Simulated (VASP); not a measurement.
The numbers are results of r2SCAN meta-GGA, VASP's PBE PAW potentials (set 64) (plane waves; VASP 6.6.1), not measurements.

VASP ran on this input.

### KPOINTS
```
Regular mesh
0
Gamma
 14 14 14
0 0 0
```

INCAR:
```
# general
SYSTEM  = Nb
PREC    = Accurate
ENCUT   = 520
LREAL   = F
LASPH   = T

# electronic loop
EDIFF   = 1E-6   # SCF stop (eV)
NELM    = 100   # most electronic steps
ALGO    = Normal   # blocked Davidson
LMAXMIX = 4   # l cut-off of mixed one-centre charges
LMIXTAU = T

# smearing
ISMEAR  = 1
SIGMA   = 0.1

# functional
METAGGA = R2SCAN

# ions
IBRION  = 2   # conjugate gradients
NSW     = 60   # most ionic steps
ISIF    = 3
EDIFFG  = -0.01   # ionic stop

# output
LWAVE   = F
LCHARG  = F
```

POSCAR:
```
Nb
1.0
 -1.6500000000   1.6500000000   1.6500000000
  1.6500000000  -1.6500000000   1.6500000000
  1.6500000000   1.6500000000  -1.6500000000
Nb
1
Cartesian
  0.0000000000   0.0000000000   0.0000000000
```

POTCAR, in this order: Nb_sv (PBE.64 set). Program: vasp_std.

Output

### OSZICAR
```
       N       E                     dE             d eps       ncg     rms          rms(c)
DAV:   1     0.101423110043E+03    0.10142E+03   -0.76874E+03  2088   0.133E+03
DAV:   2    -0.255070326445E+02   -0.12693E+03   -0.12394E+03  2230   0.465E+02
DAV:   3    -0.312789345553E+02   -0.57719E+01   -0.55009E+01  3278   0.825E+01
DAV:   4    -0.315733204042E+02   -0.29439E+00   -0.29169E+00  2880   0.162E+01
DAV:   5    -0.315852009983E+02   -0.11881E-01   -0.11867E-01  3352   0.269E+00    0.105E+01
DAV:   6    -0.240332496959E+02    0.75520E+01   -0.44990E+00  3066   0.318E+01    0.124E+00
DAV:   7    -0.250624971562E+02   -0.10292E+01   -0.32891E-01  2640   0.674E+00    0.119E+00
DAV:   8    -0.244744903967E+02    0.58801E+00   -0.58808E-01  3170   0.103E+01    0.130E+00
DAV:   9    -0.248297339464E+02   -0.35524E+00   -0.36629E-01  2364   0.633E+00    0.600E-01
DAV:  10    -0.248372442326E+02   -0.75103E-02   -0.14464E-02  2906   0.132E+00    0.144E-01
DAV:  11    -0.248367324098E+02    0.51182E-03   -0.63293E-03  2188   0.127E+00    0.110E-01
DAV:  12    -0.248384009269E+02   -0.16685E-02   -0.25512E-03  2142   0.726E-01    0.799E-02
DAV:  13    -0.248386710968E+02   -0.27017E-03   -0.23733E-04  3174   0.205E-01    0.317E-02
DAV:  14    -0.248386328959E+02    0.38201E-04   -0.57377E-05  2658   0.891E-02    0.268E-02
DAV:  15    -0.248386676207E+02   -0.34725E-04   -0.35133E-05  3034   0.842E-02    0.186E-02
DAV:  16    -0.248386620432E+02    0.55776E-05   -0.21110E-05  3272   0.553E-02    0.433E-03
DAV:  17    -0.248386627645E+02   -0.72131E-06   -0.89221E-07  1162   0.162E-02
   1 F= -.24838663E+02 E0= -.24838381E+02  d E =-.248387E+02
       N       E                     dE             d eps       ncg     rms          rms(c)
DAV:   1    -0.248556339012E+02   -0.16972E-01   -0.60582E-01  2428   0.129E+01    0.105E+00
DAV:   2    -0.248385655344E+02    0.17068E-01   -0.44337E-02  3074   0.312E+00    0.328E-01
DAV:   3    -0.248369200868E+02    0.16454E-02   -0.15394E-02  2984   0.152E+00    0.157E-01
DAV:   4    -0.248374385051E+02   -0.51842E-03   -0.13663E-03  2256   0.501E-01    0.867E-02
DAV:   5    -0.248374037905E+02    0.34715E-04   -0.18540E-03  2886   0.506E-01    0.524E-02
DAV:   6    -0.248382323816E+02   -0.82859E-03   -0.69540E-04  2150   0.383E-01    0.163E-02
DAV:   7    -0.248383073806E+02   -0.74999E-04   -0.14124E-04  3086   0.142E-01    0.104E-02
DAV:   8    -0.248383135707E+02   -0.61901E-05   -0.10865E-05  3212   0.448E-02    0.717E-03
DAV:   9    -0.248383099189E+02    0.36518E-05   -0.11229E-06  1464   0.173E-02    0.132E-03
DAV:  10    -0.248383108467E+02   -0.92776E-06   -0.21422E-07  1090   0.849E-03
   2 F= -.24838311E+02 E0= -.24837958E+02  d E =0.351918E-03
       N       E                     dE             d eps       ncg     rms          rms(c)
DAV:   1    -0.248458332827E+02   -0.75234E-02   -0.24381E-01  2432   0.818E+00    0.679E-01
DAV:   2    -0.248388892144E+02    0.69441E-02   -0.17318E-02  3082   0.196E+00    0.207E-01
DAV:   3    -0.248382891921E+02    0.60002E-03   -0.60826E-03  2980   0.963E-01    0.103E-01
DAV:   4    -0.248384010873E+02   -0.11190E-03   -0.56634E-04  2240   0.323E-01    0.554E-02
DAV:   5    -0.248385500250E+02   -0.14894E-03   -0.74899E-04  2872   0.322E-01    0.331E-02
DAV:   6    -0.248387345350E+02   -0.18451E-03   -0.31576E-04  2148   0.259E-01    0.914E-03
DAV:   7    -0.248388361397E+02   -0.10160E-03   -0.75168E-05  2738   0.111E-01    0.506E-03
DAV:   8    -0.248388379535E+02   -0.18138E-05   -0.36339E-06  2246   0.263E-02    0.187E-03
DAV:   9    -0.248388407369E+02   -0.27834E-05   -0.48089E-07  1136   0.106E-02    0.639E-04
DAV:  10    -0.248388397604E+02    0.97651E-06   -0.12083E-07  1090   0.559E-03
   3 F= -.24838840E+02 E0= -.24838529E+02  d E =-.176996E-03
```

File OUTCAR:
```
------------------------ aborting loop because EDIFF is reached ----------------------------------------
  FORCE on cell =-STRESS in cart. coord.  units (eV):
  Direction    XX          YY          ZZ          XY          YZ          ZX
  --------------------------------------------------------------------------------------
  Total        0.0007023      0.0007023      0.0007023     -0.0000000      0.0000000      0.0000000
  in kB        0.0623485      0.0623485      0.0623485     -0.0000000      0.0000000      0.0000000
  external PRESSURE =       0.0623485 kB  Pullay stress =       0.0000000 kB
  volume of cell :       18.05
      direct lattice vectors                 reciprocal lattice vectors
    -1.652374883  1.652374883  1.652374883     0.000000000  0.302594771  0.302594771
     1.652374883 -1.652374883  1.652374883     0.302594771  0.000000000  0.302594771
     1.652374883  1.652374883 -1.652374883     0.302594771  0.302594771  0.000000000
 POSITION                                       TOTAL-FORCE (eV/Angst)
 -----------------------------------------------------------------------------------
      0.00000      0.00000      0.00000         0.000000     -0.000000      0.000000
 -----------------------------------------------------------------------------------
    total drift:                               -0.000000      0.000000      0.000000
  FREE ENERGIE OF THE ION-ELECTRON SYSTEM (eV)
  ---------------------------------------------------
  free  energy   TOTEN  =       -24.8388397604 eV

  energy  without entropy=      -24.8379065280  energy(sigma->0) =      -24.83852868

 reached required accuracy - stopping structural energy minimisation
```
(Selected blocks of OUTCAR.)

**CONTCAR**
```
Nb
   1.00000000000000
    -1.6523748829407447    1.6523748829407447    1.6523748829407447
     1.6523748829407447   -1.6523748829407447    1.6523748829407447
     1.6523748829407447    1.6523748829407447   -1.6523748829407447
  Nb
     1
Direct
     0.0000000000000000    0.0000000000000000    0.0000000000000000
```

The compound is Nb in the bcc structure. This run relaxes it. Symmetry was kept, so distortions that lower it aren't found.
